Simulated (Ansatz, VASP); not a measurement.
# ZrB2: VASP beside Ansatz, part 2 of 2

One calculation is typed for both programs; each brings its own data sets. How far apart do they land? The cell is taken from a series of runs on this material, whose earlier steps may have relaxed, scaled, displaced or heated it; both programs get it as it stands.

VASP 6.6.1 and Ansatz 0.2.0.

So far: Starting point; VASP: zone-centre phonons, PBEsol.

### 3. Ansatz: zone-centre phonons, PBEsol

Level of this step: Ansatz beside VASP: Kohn-Sham DFT, plane waves, PBEsol (Ansatz).

Ansatz runs on its PAW soft_1 files.

The same cell, functional, mesh and smearing now go to Ansatz, which takes its cutoff from its data sets.

Input file input.yaml:

```yaml
crystal:
  lattice:
    - [3.1448065581, 0.0, 0.0]
    - [-1.572403279, 2.7234823693, 0.0]
    - [0.0, 0.0, 3.4943301082]
  atoms:
    - { symbol: B, position: [0.3333333333, 0.6666666667, 0.5] }
    - { symbol: B, position: [0.6666666667, 0.3333333333, 0.5] }
    - { symbol: Zr, position: [0.0, 0.0, 0.0] }
kpoints:
  mp_grid: { grid: [15, 15, 12] }
hamiltonian:
  xc: pbesol
  pseudopotentials: { kind: paw, azcp: { folder: soft_1 }, xc_functional: pbe }
scf:
  occupations: { method: methfessel_paxton, width: 0.2 }
output:
  eigenvalues: true
phonons:
  method: dfpt
```

Command:

```
> ansatz run input.yaml --threads 4 --pin off --max-ram 10240MiB --backend cpu --events-out ev --progress --plain --runs-dir out
```

Numbers of over 12 decimals in the logs are rounded to 6 here.

Output:

```text
zone centre: on kpoints.mp_grid the ground state, and the responses unless they are solved on pairs of k-points, stand on 448 of the mesh's 2700 k-points, reduced under 4 symmetry operations, with k and −k counted as one. Each operation leaves every solved displacement unchanged or reverses it
Engine: ansatz 0.2.0, x86_64-unknown-linux-gnu
Pseudopotentials: kind: paw
Pseudopotential: B, paw, valence charge 3, recommended cutoff 420 eV (normal), soft_1/B.paw.azcp
Pseudopotential: Zr, paw, valence charge 12, recommended cutoff 420 eV (normal), soft_1/Zr.paw.azcp
Functional definition: PBEsol
  exchange = pbesol_x
  correlation = pbesol_c
Crystal: 3 atoms, lattice volume = 29.928 Å³
Basis set: ecut = 420 eV, 563 PW (Γ), exchange–correlation on 48×48×48 points (8 copies of the dense FFT grid, shifted against one another)
Bands: 13, of which v1, the nominal top of the filled ones, is band 9 counted from 1 (8 counted from 0)
Symmetry: 24 space group operations
k-points: 448 of 2700 (irreducible under 4 space group operations, time reversal used)
Non-local potential: B, projectors of the file, l = 0: 2, l = 1: 2, l = 2: 1
Non-local potential: Zr, projectors of the file, l = 0: 3, l = 1: 2, l = 2: 2, l = 3: 1
PAW form: soft (Blöchl's): semilocal exchange-correlation on the pseudo side does not see the compensation charge
PAW frozen core: B, regenerated for the run's functional, and the local potential with it (the file was generated under x = pbe(κ = 0.804, μ = 0.219515), c = pbe(β = 0.066725))
PAW frozen core: Zr, regenerated for the run's functional, and the local potential with it (the file was generated under x = pbe(κ = 0.804, μ = 0.219515), c = pbe(β = 0.066725))
PAW one-centre angular grid: B, 110 points (default); XC on 64 Gauss nodes
PAW one-centre angular grid: Zr, 590 points (default); XC on 64 Gauss nodes
Initial density: superposition of atomic densities (chi_scale 0.1, normalization cell, long waves kept (reshape's long-wave potential 0.00 eV rms))
Initial wavefunctions: pseudopotential atomic-orbital guess
Functional: x = pbesol(κ = 0.804, μ = 0.123457), c = pbesol(β = 0.046)
SCF iter   1: F=—  HF=-4437.746996 eV  |F-HF|=—  |Δ(HF+E_count)|=         —  Δρ=5.59e-2  dr2=1.71e0  ethr=3.10e-3  ⟨swp⟩=4.9  Hψ=28128  notcnv=0
preconditioner: auto → none  [metal: Δε(μ)=0.053 eV  Ē_g=17.111 eV  σ=0.200 eV  W_gap=0.22  n_scr=8 (ndim 8)  ℏωp=27.2 eV  f_vac=0.000  D(μ)=0.24/eV (n_scr^D=0)  sad-step TF]
SCF iter   2: F=—  HF=-4437.353841 eV  |F-HF|=—  |Δ(HF+E_count)|=   3.93e-1  S|Δr|=    0.00e0  Δρ=2.81e-2  dr2=3.91e-1  ethr=3.10e-3  ⟨swp⟩=2.1  Hψ=11369  notcnv=0
SCF iter   3: F=—  HF=-4437.239952 eV  |F-HF|=—  |Δ(HF+E_count)|=   1.14e-1  S|Δr|=    0.00e0  Δρ=2.21e-3  dr2=9.57e-4  ethr=2.17e-3  ⟨swp⟩=2.1  Hψ=9899  notcnv=0
SCF iter   4: F=—  HF=-4437.240402 eV  |F-HF|=—  |Δ(HF+E_count)|=   4.50e-4  S|Δr|=    0.00e0  Δρ=4.00e-4  dr2=3.98e-5  ethr=5.32e-6  ⟨swp⟩=2.4  Hψ=13150  notcnv=0
SCF iter   5: F=—  HF=-4437.240410 eV  |F-HF|=—  |Δ(HF+E_count)|=   8.29e-6  S|Δr|=    0.00e0  Δρ=4.47e-5  dr2=7.30e-7  ethr=2.21e-7  ⟨swp⟩=2.3  Hψ=9372  notcnv=0
SCF iter   6: F=—  HF=-4437.240410 eV  |F-HF|=—  |Δ(HF+E_count)|=   3.04e-7  S|Δr|=    0.00e0  Δρ=6.69e-6  dr2=9.75e-9  ethr=4.06e-9  ⟨swp⟩=2.0  Hψ=9124  notcnv=0
SCF iter   7: F=—  HF=-4437.240410 eV  |F-HF|=—  |Δ(HF+E_count)|=   2.66e-9  S|Δr|=    0.00e0  Δρ=1.59e-6  dr2=4.45e-10  ethr=5.42e-11  ⟨swp⟩=2.0  Hψ=9858  notcnv=0
SCF iter   8: F=-4437.240410 eV  HF=-4437.240410 eV  |F-HF|=1.82e-12  |Δ(HF+E_count)|=  2.09e-11  S|Δr|=    0.00e0  Δρ=2.05e-7  dr2=5.06e-12  ethr=1.00e-12  ⟨swp⟩=3.9  Hψ=26953  notcnv=0
the search or the solves at the SCF's close seem to have found levels that the self-consistency loop had missed (the run counts 1). By its estimate they hold under 1e-12 electrons; where the run keeps them, the occupations were computed again with them
SCF 1 converged in 8 iterations: F = -4437.240410 eV  dr2 = 5.06e-12
  greatest PAW one-centre occupation: 0.996 electrons in one spin orbital (limit 2), on the Zr atom at site 2 (counted from 0), in its partial waves of l = 0
DFPT response loops at Γ: preconditioner auto → Kerker (q_TF=auto, 2.507 Å⁻¹) (partly filled bands, converged f_vac=0.000); β = 1.00, the filter's whole step (`scf.mixing.beta` (0.50) is not read by the response loops under this deck's `scf.mixing.preconditioner`; to damp them name `kerker` or `kerker_dos`, under which they read `scf.mixing.beta`, and type it under 1.00, their step now; both keys bind the ground state too); Broyden in place of MSR1
SCF converged after 8 iterations
Stability not checked: this state was not tested for a lower state beside it, because cold or Methfessel-Paxton smearing, or corrected tetrahedra, fill the levels in a way that the test cannot read (fill_not_monotonic; see scf.lower_state_search)
Free energy (F): -4437.240410 eV
Harris-Foulkes:  -4437.240410 eV  (|F-HF|=1.82e-12)
Internal energy: -4437.240927 eV  (E = F + TS)
E sigma→0 (E₀):  -4437.240539 eV
Entropy (-TS):   0.000517 eV (0.172 meV/atom)
Fermi energy:    16.084744 eV
--- Per-component energies (eV) ---
  E_band       = -18.691365
  E_kinetic    = 420.404280
  E_local      = -515.638765  (includes V_loc(G=0)·N_el)
  E_nonlocal   = 91.172197
  E_hartree    = 175.101137
  E_xc         = -222.330872
  E_vxc        = -263.990326  (∫ρ·V_xc dr)
  E_paw        = -3060.065551  (= ΣΔE_a)
  E_vpaw       = -100.841003  (= ΣTr[D̂ρ^β])
  E_aug_tail   = -0.000009  (compensation charges beyond the density's cutoff)
  E_ewald      = -1326.078487
  E_core_change = 0.195143  (= ΣΔE_core)
  E_smearing   = 0.000517  (= −TS)
  E_closure    = -0.000000  (closes the sum)
  Σ components = -4437.240410   (vs F -4437.240410, Δ=0.00e0)
--- Band table (eV; the first three rows and the last of 448) ---
  k-point 0: bands = [... 5 lower, 13.4034, 13.4034, 13.4288, 13.8219, 19.6144, 19.6144, 20.4558, 20.4558]
  k-point 1: bands = [... 5 lower, 12.7184, 13.4710, 13.4710, 14.5002, 19.0272, 19.0272, 20.2284, 20.2284]
  k-point 2: bands = [... 5 lower, 11.8087, 13.6715, 13.6715, 15.3381, 18.1516, 18.1516, 19.6291, 19.6291]
  k-point 447: bands = [... 5 lower, 9.0954, 11.4406, 12.4888, 13.4910, 19.6819, 20.9732, 21.2011, 22.3183]
--- Phonons (Γ-DFPT): 4 representative perturbations + reference, on 448 of 2700 k-points (Σ response iterations 12) ---
  k mesh reduced under 4 symmetry operations, with k and −k counted as one. Each operation leaves every solved displacement unchanged or reverses it
  ASR residual: 1.936e-4 → 0.000e0 eV/Å²; symmetrization residual: 3.956e-7 eV/Å²
  ASR residual per site (eV/Å²): 1.40e-5 1.40e-5 1.94e-4
  Γ frequencies (cm⁻¹): 0.00 0.00 0.00 468.15 468.15 489.64 577.61 798.74 798.74
  non-analytic LO–TO correction: not included (Born effective charges unavailable; polar crystals: no LO–TO splitting at Γ)
```

### 4. Differences

Known differences besides the potentials themselves: the cutoff is 420 eV in Ansatz and 500 eV in VASP; Ansatz makes its cores anew for this functional, VASP keeps those of its PBE data sets. Total energies have different zeros and are not compared.

The two programs side by side:

```tsv
quantity	Ansatz	VASP	difference
optical mode 1 to 2 (cm⁻¹)	468.1	468.8	-0.15 %
optical mode 3 (cm⁻¹)	489.6	491.3	-0.33 %
optical mode 4 (cm⁻¹)	577.6	578.1	-0.08 %
optical mode 5 to 6 (cm⁻¹)	798.7	801.4	-0.33 %
```

Modes are paired by rising frequency, not by their patterns, so a pair may set unlike modes beside each other; they are those without the splitting of longitudinal modes.

### 5. Results

* r.m.s. difference of the optical zone-centre modes, each program's sorted by frequency (zone-centre phonons, PBEsol): 1.7 cm⁻¹

The r.m.s. difference of the optical zone-centre modes, each program's sorted by frequency is 1.7 cm⁻¹ (zone-centre phonons, PBEsol). Such differences can come from data sets, numerical settings and the points named under the comparisons, not from the functional's error against experiment.

[Lines on the potential files, build, host, timing and source positions are cut from VASP's logs without a mark.]

[Logs are printed without paths, hosts, clocks, repeated set-up lines and the standing remarks that a program may print on its own settings, such as how far it seeks lower states.]

[Hosts, paths, dates, database ids (printed as entryN), source tags and the programs' standing remarks are cut or masked in the printed files.]
